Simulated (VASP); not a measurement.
Consider the following.

```
PbF2
1.0
    0.00000     2.90707     2.90707
    2.90707     0.00000     2.90707
    2.90707     2.90707     0.00000
Pb F
1 2
Cartesian
  0.00000   0.00000   0.00000
  1.45354   1.45354   1.45354
  4.36061   4.36061   4.36061
```

Computed with LDA (Ceperley-Alder, Perdew-Zunger), VASP's LDA PAW potentials (set 64) (plane waves; VASP). Numerical set-up: 520 eV cut-off, 6×6×6 Γ-centred mesh, Gaussian smearing of 0.050 eV, potentials Pb_d F.

Task: Estimate the energy per atom (σ→0).

Result: 
- energy per atom (σ→0): -5.318 eV/atom

The compound is PbF2 in the fluorite structure, the β form. It was relaxed first, which changed the volume by -6 %. The start is the result of an earlier pass.
